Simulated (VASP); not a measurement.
Output of a VASP run:

### OSZICAR
```
...
RMM:   6    -0.436928487336E+03    0.30889E-06   -0.17007E-05   228   0.123E-02
  10 F= -.43692849E+03 E0= -.43689372E+03  d E =-.117347E-02
       N       E                     dE             d eps       ncg     rms          rms(c)
DAV:   1    -0.436928488345E+03   -0.70099E-06   -0.65043E-05   392   0.248E-02    0.402E-03
RMM:   2    -0.436928488286E+03    0.59266E-07   -0.26700E-06   216   0.395E-03    0.320E-03
RMM:   3    -0.436928488205E+03    0.81080E-07   -0.25803E-07    90   0.160E-03    0.233E-03
RMM:   4    -0.436928488119E+03    0.86377E-07   -0.60593E-08    65   0.152E-03
  11 F= -.43692849E+03 E0= -.43689372E+03  d E =-.117426E-02
       N       E                     dE             d eps       ncg     rms          rms(c)
DAV:   1    -0.436928744821E+03   -0.25662E-03   -0.23454E-01   368   0.123E+00    0.834E-02
RMM:   2    -0.436929040594E+03   -0.29577E-03   -0.34701E-03   368   0.137E-01    0.588E-02
RMM:   3    -0.436929087295E+03   -0.46702E-04   -0.63951E-04   414   0.550E-02    0.459E-02
RMM:   4    -0.436929057962E+03    0.29333E-04   -0.86023E-05   372   0.238E-02    0.260E-02
RMM:   5    -0.436929047554E+03    0.10408E-04   -0.73999E-05   334   0.187E-02    0.858E-03
RMM:   6    -0.436929047415E+03    0.13940E-06   -0.12025E-05   220   0.998E-03
  12 F= -.43692905E+03 E0= -.43689433E+03  d E =-.559296E-03
       N       E                     dE             d eps       ncg     rms          rms(c)
DAV:   1    -0.436929055906E+03   -0.83521E-05   -0.30262E-03   432   0.140E-01    0.928E-03
RMM:   2    -0.436929059086E+03   -0.31792E-05   -0.41410E-05   267   0.153E-02    0.845E-03
RMM:   3    -0.436929059079E+03    0.66902E-08   -0.63544E-06   201   0.681E-03    0.466E-03
RMM:   4    -0.436929058634E+03    0.44461E-06   -0.14957E-06   187   0.352E-03
  13 F= -.43692906E+03 E0= -.43689433E+03  d E =-.570516E-03
       N       E                     dE             d eps       ncg     rms          rms(c)
DAV:   1    -0.436929062265E+03   -0.31856E-05   -0.11143E-01   368   0.850E-01    0.606E-02
RMM:   2    -0.436929223606E+03   -0.16134E-03   -0.18425E-03   368   0.971E-02    0.277E-02
RMM:   3    -0.436929246511E+03   -0.22905E-04   -0.30446E-04   407   0.373E-02    0.258E-02
RMM:   4    -0.436929242589E+03    0.39219E-05   -0.42428E-05   278   0.154E-02
  14 F= -.43692924E+03 E0= -.43689452E+03  d E =-.183955E-03
       N       E                     dE             d eps       ncg     rms          rms(c)
DAV:   1    -0.436929258502E+03   -0.11991E-04   -0.74494E-03   384   0.221E-01    0.157E-02
RMM:   2    -0.436929271148E+03   -0.12646E-04   -0.14274E-04   365   0.276E-02    0.642E-03
RMM:   3    -0.436929272309E+03   -0.11615E-05   -0.17950E-05   227   0.106E-02    0.467E-03
RMM:   4    -0.436929272166E+03    0.14334E-06   -0.34109E-06   211   0.518E-03
  15 F= -.43692927E+03 E0= -.43689457E+03  d E =-.213532E-03
       N       E                     dE             d eps       ncg     rms          rms(c)
DAV:   1    -0.436929279311E+03   -0.70021E-05   -0.85560E-02   368   0.749E-01    0.488E-02
RMM:   2    -0.436929395857E+03   -0.11655E-03   -0.13399E-03   368   0.843E-02    0.282E-02
RMM:   3    -0.436929416269E+03   -0.20412E-04   -0.24180E-04   406   0.336E-02    0.235E-02
RMM:   4    -0.436929410368E+03    0.59010E-05   -0.31472E-05   261   0.139E-02
  16 F= -.43692941E+03 E0= -.43689475E+03  d E =-.138202E-03
```

File OUTCAR:
```
------------------------ aborting loop because EDIFF is reached ----------------------------------------
  FORCE on cell =-STRESS in cart. coord.  units (eV):
  Direction    XX          YY          ZZ          XY          YZ          ZX
  --------------------------------------------------------------------------------------
  Total      -34.8141870    -34.3744738    -40.3024512     -0.0562932      0.0134203     -0.0660445
  in kB      -64.3587055    -63.5458365    -74.5044998     -0.1040656      0.0248092     -0.1220921
  external PRESSURE =     -67.4696806 kB  Pullay stress =       0.0000000 kB
  volume of cell :      866.68
      direct lattice vectors                 reciprocal lattice vectors
     4.868317893 -8.432173817  0.000000000     0.102704879 -0.059296690  0.000000000
     4.868317893  8.432173817  0.000000000     0.102704879  0.059296690  0.000000000
     0.000000000  0.000000000 10.556283981     0.000000000  0.000000000  0.094730305
  FREE ENERGIE OF THE ION-ELECTRON SYSTEM (eV)
  ---------------------------------------------------
  free  energy   TOTEN  =      -436.9294103682 eV

  energy  without entropy=     -436.8600903458  energy(sigma->0) =     -436.89475036

 reached required accuracy - stopping structural energy minimisation
```
(Selected blocks of OUTCAR.)

File POSCAR:
```
Ga35ZnN36
1
    4.8683178927    -8.4321738171     0.0000000000
    4.8683178927     8.4321738171     0.0000000000
    0.0000000000     0.0000000000    10.5562839806
Ga N Zn
35 36 1
Direct
  0.2222220000   0.1111110000   0.2500000000
  0.1111110000   0.2222220000   0.0000000000
  0.2222220000   0.1111110000   0.7500000000
  0.1075820000   0.2211740000   0.4992540000
  0.2161800000   0.4414330000   0.2457970000
  0.1111110000   0.5555560000   0.0000000000
  0.2260990000   0.4435850000   0.7485860000
  0.1102450000   0.5540330000   0.5045960000
  0.2222220000   0.7777780000   0.2500000000
  0.1111110000   0.8888890000   0.0000000000
  0.2222220000   0.7777780000   0.7500000000
  0.1111110000   0.8888890000   0.5000000000
  0.5555560000   0.1111110000   0.2500000000
  0.4444440000   0.2222220000   0.0000000000
  0.5555560000   0.1111110000   0.7500000000
  0.4461440000   0.2185300000   0.4976840000
  0.5575120000   0.4476160000   0.2539430000
  0.4444440000   0.5555560000   0.0000000000
  0.5498240000   0.4400290000   0.7534860000
  0.5602940000   0.7819460000   0.2489580000
  0.4444440000   0.8888890000   0.0000000000
  0.5493940000   0.7740510000   0.7528080000
  0.4446970000   0.8860930000   0.4977150000
  0.8888890000   0.1111110000   0.2500000000
  0.7777780000   0.2222220000   0.0000000000
  0.8888890000   0.1111110000   0.7500000000
  0.7777780000   0.2222220000   0.5000000000
  0.8888890000   0.4444440000   0.2500000000
  0.7777780000   0.5555560000   0.0000000000
  0.8888890000   0.4444440000   0.7500000000
  0.7758290000   0.5530480000   0.4974090000
  0.8888890000   0.7777780000   0.2500000000
  0.7777780000   0.8888890000   0.0000000000
  0.8888890000   0.7777780000   0.7500000000
  0.7772860000   0.8904000000   0.5000870000
  0.2222220000   0.1111110000   0.4385000000
  0.1111110000   0.2222220000   0.1885000000
  0.2222220000   0.1111110000   0.9385000000
  0.1111110000   0.2222220000   0.6885000000
  0.2230530000   0.4445900000   0.4340300000
  0.1111110000   0.5555560000   0.1885000000
  0.2222220000   0.4444440000   0.9385000000
  0.1111110000   0.5555560000   0.6885000000
  0.2222220000   0.7777780000   0.4385000000
  0.1111110000   0.8888890000   0.1885000000
  0.2222220000   0.7777780000   0.9385000000
  0.1111110000   0.8888890000   0.6885000000
  0.5555560000   0.1111110000   0.4385000000
  0.4444440000   0.2222220000   0.1885000000
  0.5555560000   0.1111110000   0.9385000000
  0.4444440000   0.2222220000   0.6885000000
  0.5519610000   0.4441200000   0.4357410000
  0.4444440000   0.5555560000   0.1885000000
  0.5555560000   0.4444440000   0.9385000000
  0.4470490000   0.5578830000   0.6904340000
  0.5553230000   0.7724720000   0.4391340000
  0.4444440000   0.8888890000   0.1885000000
  0.5555560000   0.7777780000   0.9385000000
  0.4444440000   0.8888890000   0.6885000000
  0.8888890000   0.1111110000   0.4385000000
  0.7777780000   0.2222220000   0.1885000000
  0.8888890000   0.1111110000   0.9385000000
  0.7777780000   0.2222220000   0.6885000000
  0.8888890000   0.4444440000   0.4385000000
  0.7777780000   0.5555560000   0.1885000000
  0.8888890000   0.4444440000   0.9385000000
  0.7777780000   0.5555560000   0.6885000000
  0.8888890000   0.7777780000   0.4385000000
  0.7777780000   0.8888890000   0.1885000000
  0.8888890000   0.7777780000   0.9385000000
  0.7777780000   0.8888890000   0.6885000000
  0.4397140000   0.5552520000   0.4992920000
```

**Question.** Reconstruct the remaining input files.

**Answer.** This is not unique; one that fits is the input of the run itself, PBE GGA, plane waves, VASP's PBE PAW potentials (set 64).

File KPOINTS:
```
Automatic mesh
0
Gamma
1 1 1
0 0 0
```

INCAR:
```
ALGO  =  Fast   # Davidson, then RMM-DIIS
ISYM  =  0
ISMEAR  =  0   # Gaussian
ISIF  =  2   # forces and stress, cell fixed
NELMIN  =  4
GGA  =  PE   # PBE
IBRION  =  2
NELM  =  100
LWAVE  =  .FALSE.
LMAXMIX  =  4   # l cut-off of mixed one-centre charges
NSW  =  60   # most ionic steps
SIGMA  =  0.05
EDIFF  =  1E-5   # SCF stop (eV)
LASPH  =  .TRUE.
LCHARG  =  .FALSE.
SYSTEM  =  Ga35ZnN36
ENCUT  =  400
NELECT  =  294.0
EDIFFG  =  -0.03   # ionic stop
PREC  =  Normal
LREAL  =  Auto
```

POTCAR, in this order: Ga N Zn (PBE.64 set). Program: vasp_gam.

At this cut-off the stress carries a Pulay error, which pulls relaxed volumes low. The cell is charged, with a uniform compensating background. The supercell is sampled at Γ alone, which is coarse: total energies, pressure and levels can be off, energies of defects by several tenths of an eV.

The cell is a supercell with a defect, built from GaN (wurtzite): Zn_Ga, charge +3. The run is not spin-polarised, so no state with unpaired spins was tried.
